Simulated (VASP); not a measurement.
```
CELL_PARAMETERS angstrom
      1.80819    -3.13188     0.00000
      1.80819     3.13188     0.00000
      0.00000     0.00000     5.60115
ATOMIC_POSITIONS crystal
  Gd 0.33333 0.66667 0.25000
  Gd 0.66667 0.33333 0.75000
```

Level of theory: SCAN meta-GGA, VASP's PBE PAW potentials (set 64) (plane waves; VASP). Run with 520 eV cut-off, 13×13×8 Γ-centred mesh, tetrahedra with Blöchl corrections, potentials Gd_3.

The 4f electrons are frozen in the core of the lanthanide potential, so 4f levels, which can set the real gap, and their magnetism are missing.

**Question.** Give the energies of bands 7 to 12 at the high-symmetry points, in eV from the Fermi level.

**Answer.** 
```tsv
band	Γ	M	K	A	L	H
7	-5.12	-1.90	-1.12	-3.39	-2.03	-0.63
8	-2.26	-1.60	-0.69	-3.39	-2.03	-0.63
9	1.75	-1.09	-0.69	1.04	-0.01	-0.42
10	1.78	0.25	-0.35	1.04	-0.01	-0.42
11	1.78	1.43	1.26	1.67	1.99	0.69
12	2.32	1.79	1.26	1.67	1.99	0.69
```

It has no gap at this level: it comes out as a metal or semimetal.

The compound is Gd in the hcp structure. It was relaxed first.
